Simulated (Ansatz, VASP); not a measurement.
## BiN in VASP and in Ansatz

```
Bi N
1.0
     3.41465    0.00000    0.00000
    -1.70733    2.95718    0.00000
     0.00000    0.00000    3.22211
Bi N
1 1
Direct
  0.00000 0.00000 0.00000
  0.66667 0.33333 0.50000
```

Alike in both runs: task relaxation of shape and atoms at fixed volume; functional PBE; k mesh 12 × 12 × 10; occupations gaussian, width 0.05 eV; no spin polarisation.

```csv
,VASP,Ansatz
version,VASP 6.6.1,Ansatz 0.2.0
potentials or method,"VASP PAW PBE potentials, release 64 (Bi_d, N)","scalar-relativistic, plane waves, PAW"
plane-wave cutoff (eV),600,420
valence electrons in the cell,20,20
```

```csv
,VASP,Ansatz,Ansatz less VASP
"gap on the k mesh at the Fermi level, each at its own relaxed structure (eV)",none,none,-
relaxed volume (Å³/atom),16.27,16.27,0.000
relaxed cell length with the largest relative difference (Å),3.230,3.230,-0.0002
```

A gap of «none» marks a metal or a gap that the smearing closes.

Caveats: spin-orbit coupling is left out, which moves the levels of the heavy elements.
